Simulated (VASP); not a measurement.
An input for Quantum ESPRESSO's pw.x (written as the equivalent of a VASP run, and not itself run):

```
&CONTROL
  calculation = 'scf'
  pseudo_dir = './pseudo'
  outdir = './out'
  tprnfor = .true.
  tstress = .true.
/
&SYSTEM
  ibrav = 0
  nat = 3
  ntyp = 2
  ecutwfc = 84
  occupations = 'smearing'
  smearing = 'gaussian'
  degauss = 0.000735
  input_dft = 'pbe'
/
&ELECTRONS
  conv_thr = 7.3e-08
  electron_maxstep = 100
/
ATOMIC_SPECIES
  Pt 195.084 Pt.upf
  S 32.060 S.upf
CELL_PARAMETERS angstrom
     3.5487400    0.0000000    0.0000000
    -1.7743700    3.0732990    0.0000000
     0.0000000    0.0000000    5.5970700
ATOMIC_POSITIONS crystal
  Pt   0.0499640  0.0412840  0.0014970
  S    0.6418990  0.3142200  0.7971460
  S    0.3081370  0.6444960  0.2013570
K_POINTS automatic
  6 6 3 0 0 0
```

**Question.** Translate this input to VASP (INCAR, KPOINTS, POSCAR, choice of POTCAR).

**Answer.** One answer among several that fit: 
### INCAR
```
LASPH=.True.   ! aspherical one-centre terms
ISIF=2   ! forces and stress, cell fixed
PREC=Accurate
EDIFF=1E-6
NELM=100
SYSTEM=PtS2
ALGO=Normal   ! blocked Davidson
LMAXMIX=6   ! l cut-off of mixed one-centre charges
LREAL=.False.
ISMEAR=0
SIGMA=0.01   ! width (eV)
LWAVE=.False.
GGA=PE
ENCUT=300   ! plane-wave cut-off (eV)
LCHARG=.False.
```

KPOINTS:
```
Automatic mesh
0
Gamma
 6 6 3
```

File POSCAR:
```
PtS2
1
    3.5487400000     0.0000000000     0.0000000000
   -1.7743700000     3.0732990000     0.0000000000
    0.0000000000     0.0000000000     5.5970700000
Pt S
1 2
Direct
  0.0499640000   0.0412840000   0.0014970000
  0.6418990000   0.3142200000   0.7971460000
  0.3081370000   0.6444960000   0.2013570000
```

POTCAR, in this order: Pt S (PBE.64 set). Program: vasp_std.

The two are equivalent in intent, not identical: the potentials are each code's own (VASP's PAW set, PseudoDojo norm-conserving files in pw.x), so ENCUT and ecutwfc are chosen apart and not converted; conv_thr bounds pw.x's estimated SCF error, while EDIFF bounds the energy change between steps.

The structure comes from a computed database's PtS2 entry; how it stands against other phases isn't given here. The cell was not relaxed at this level, atoms are displaced from their ideal sites.
